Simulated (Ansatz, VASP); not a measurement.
## One calculation of W3N4, two programs

File INCAR:

```
ALGO = Normal ; EDIFF = 1E-7
EDIFFG = -0.01 ; ENCUT = 600
GGA = PE ; IBRION = 2
ISIF = 3 ; ISMEAR = 0
LASPH = True ; LCHARG = False
LREAL = False ; LWAVE = False
NELM = 100 ; NSW = 100
PREC = Accurate ; SIGMA = 0.1
```

KPOINTS

```
k-points
0
Gamma
  8 8 8
```

The input POSCAR:

```
W3N4
1.0
    4.5437666486      0.0000000000      0.0000000000
    0.0000000000      4.5437666486      0.0000000000
    0.0000000000      0.0000000000      4.5437666486
W N
3 4
Direct
    0.0000000000      0.0000000000      0.5000000000
    0.0000000000      0.5000000000      0.0000000000
    0.5000000000      0.0000000000      0.0000000000
    0.2506777439      0.2506777439      0.2506777439
    0.2506777439      0.7493222561      0.7493222561
    0.7493222561      0.2506777439      0.7493222561
    0.7493222561      0.7493222561      0.2506777439
```

Input for Ansatz:

```yaml
crystal:
  lattice:
    - [4.5437666486, 0.0, 0.0]
    - [0.0, 4.5437666486, 0.0]
    - [0.0, 0.0, 4.5437666486]
  atoms:
    - { symbol: W, position: [0.0, 0.0, 0.5] }
    - { symbol: W, position: [0.0, 0.5, 0.0] }
    - { symbol: W, position: [0.5, 0.0, 0.0] }
    - { symbol: "N", position: [0.2506777439, 0.2506777439, 0.2506777439] }
    - { symbol: "N", position: [0.2506777439, 0.7493222561, 0.7493222561] }
    - { symbol: "N", position: [0.7493222561, 0.2506777439, 0.7493222561] }
    - { symbol: "N", position: [0.7493222561, 0.7493222561, 0.2506777439] }
basis:
  ecutwfc: 420
kpoints:
  mp_grid: { grid: [8, 8, 8] }
hamiltonian:
  xc: pbe
scf:
  occupations: { method: gaussian, width: 0.1 }
output:
  forces: true
  stress: true
  eigenvalues: true
  write_density: true
  write_potential: true
  elf: true
  volumetric_format: npy
relax:
  adjacent_minimum: "off"
  f_tol: 0.01
  max_steps: 80
  cell: { stress_tol: 0.05 }
```

Change from the starting cell: ordered vacancies on the cation sites of zinc blende (P-43m, No. 215).

Alike in both runs: task relaxation of cell and atoms; functional PBE; k mesh 8 × 8 × 8; occupations gaussian, width 0.1 eV; no spin polarisation.

|  | VASP | Ansatz |
| --- | --- | --- |
| version | VASP 6.6.1 | Ansatz 0.2.0 |
| potentials or method | VASP PAW PBE potentials, release 64 (W_sv, N) | scalar-relativistic, plane waves, PAW |
| plane-wave cutoff (eV) | 600 | 420 |
| valence electrons in the cell | 62 | 62 |

VASP gave:

```
gap on the k mesh at the Fermi level, each at its own relaxed structure (eV) : none
relaxed volume (Å³/atom)                                                     : 13.33
relaxed cell length with the largest relative difference (Å)                 : 4.536
```

Question: Which values does Ansatz return?

Answer: gap on the k mesh at the Fermi level, each at its own relaxed structure (eV): none; relaxed volume (Å³/atom): 13.30; relaxed cell length with the largest relative difference (Å): 4.532.

A gap of «none» marks a metal or a gap that the smearing closes.

The runs have no spin-orbit coupling, so splittings on W are missing.
